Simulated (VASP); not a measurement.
Energy against volume of PdIn (CsCl type). Level of theory: revPBE GGA, VASP's PBE PAW potentials (set 64) (plane waves; VASP).

```
V (Å³/atom)  E (eV/atom)
-----------  -----------
17.415          -3.95327
17.971          -3.97019
18.527          -3.97433
19.083          -3.96805
19.638          -3.95312
```

Question: Fit a third-order Birch-Murnaghan equation of state.

Answer: 
* **volume per atom**: 18.45 Å³/atom
* **bulk modulus**: 103 GPa
* **pressure derivative of the bulk modulus**: 5.51
* **lattice constant a**: 3.329 Å

The compound is PdIn in the CsCl type structure. It was relaxed first, which changed the volume by +8 %.
